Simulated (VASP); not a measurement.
VASP runs on CoGa (CsCl type) share one base input (PBE GGA, plane waves, VASP's PBE PAW potentials (set 64)) and change the settings named in each case.

### INCAR
```
ALGO = Normal
EDIFF = 1E-6
ENCUT = 400
GGA = PE
ISIF = 2
ISMEAR = 1
LASPH = .True.
LCHARG = .False.
LMAXMIX = 4
LREAL = .False.
LWAVE = .False.
NELM = 100
PREC = Accurate
SIGMA = 0.1
SYSTEM = CoGa
```

POSCAR:
```
CoGa
1
    2.9376000000     0.0000000000     0.0000000000
    0.0000000000     2.9376000000     0.0000000000
    0.0000000000     0.0000000000     2.9376000000
Ga Co
1 1
Direct
  0.5000000000   0.5000000000   0.5000000000
  0.0000000000   0.0000000000   0.0000000000
```

File KPOINTS:
```
K-points
0
Gamma
11 11 11
```

POTCAR, in this order: Ga_d Co (PBE.64 set). Program: vasp_std.

| change | E(σ→0) (eV/atom) | pressure (GPa) | −TS (eV) | irreducible k-points |
|---|---|---|---|---|
| base run | -5.2182 | -9.40 | 0.0006 | 56 |
| KPOINTS 3×3×3 Monkhorst-Pack mesh | -5.2328 | -10.48 | 0.0020 | 4 |
| KPOINTS 5×5×5 Monkhorst-Pack mesh | -5.2267 | -9.55 | -0.0003 | 10 |
| KPOINTS 6×6×6 Monkhorst-Pack mesh | -5.2184 | -9.45 | -0.0014 | 10 |
| KPOINTS 12×12×12 Monkhorst-Pack mesh | -5.2179 | -9.40 | 0.0002 | 56 |

Left out are runs that ran out of time, are held back, or changed the cell or the kind of run, fixed moments of cells without a moment, rows past the twelfth, gaps on odd meshes, pressures of charged cells and columns that move by less than the noise.

The compound is CoGa in the CsCl type structure. The cell was not relaxed at this level. The run is not spin-polarised, so no magnetic state was tried.
